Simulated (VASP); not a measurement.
Method: r2SCAN+rVV10, VASP's PBE PAW potentials (set 64) (plane waves; VASP).

The input files of a VASP run:

### POSCAR
```
Zr
1
    1.6184985086    -2.8033215942     0.0000000000
    1.6184985086     2.8033215942     0.0000000000
    0.0000000000     0.0000000000     5.1429667009
Zr
2
Direct
  0.3333330000   0.6666670000   0.2500000000
  0.6666670000   0.3333330000   0.7500000000
```

INCAR:
```
# general
SYSTEM  =Zr
PREC    =Accurate
ENCUT   =520   # plane-wave cut-off (eV)
LREAL   =.False.   # projection in real space or not
LASPH   =.True.

# electronic loop
EDIFF   =1E-7   # SCF stop (eV)
NELM    =100
ALGO    =Normal   # blocked Davidson
LMAXMIX =4   # l cut-off of mixed one-centre charges
LMIXTAU =.True.

# smearing
ISMEAR  =1
SIGMA   =0.1   # width (eV)

# functional
METAGGA =R2SCAN
LUSE_VDW=.True.
BPARAM  =11.95
CPARAM  =0.0093

# ions
IBRION  =2   # conjugate gradients
NSW     =30
ISIF    =4   # ions and shape, fixed volume
EDIFFG  =-0.01

# output
LWAVE   =.False.
LCHARG  =.False.
```

**KPOINTS**
```
Automatic mesh
0
Gamma
13 13 7
0 0 0
```

POTCAR, in this order: Zr_sv (PBE.64 set). Program: vasp_std.

Question: Estimate the energy per atom (σ→0), band gap (on the k-mesh).

Answer: 
```json
{
  "energy per atom (σ→0)": "-22533 meV/atom",
  "band gap (on the k-mesh)": "none (metal, semimetal or under 0.01 eV)"
}
```

OSZICAR:
```
...
DAV:   4    -0.450665954085E+02   -0.10593E-04   -0.24415E-05  3672   0.400E-02    0.399E-03
DAV:   5    -0.450665934092E+02    0.19993E-05   -0.94105E-06  2928   0.292E-02    0.273E-03
DAV:   6    -0.450665961031E+02   -0.26939E-05   -0.26253E-06  2824   0.155E-02    0.879E-04
DAV:   7    -0.450665958730E+02    0.23011E-06   -0.21198E-07  1976   0.360E-03    0.130E-04
DAV:   8    -0.450665961566E+02   -0.28365E-06   -0.19303E-08  1536   0.142E-03    0.613E-05
DAV:   9    -0.450665960151E+02    0.14153E-06   -0.38321E-09  1528   0.612E-04    0.467E-05
DAV:  10    -0.450665960508E+02   -0.35726E-07   -0.14222E-09  1472   0.314E-04
   3 F= -.45066596E+02 E0= -.45066366E+02  d E =-.246806E-03
```

The compound is Zr in the hcp structure. This run relaxes it. Symmetry was kept, so distortions that lower it aren't found.
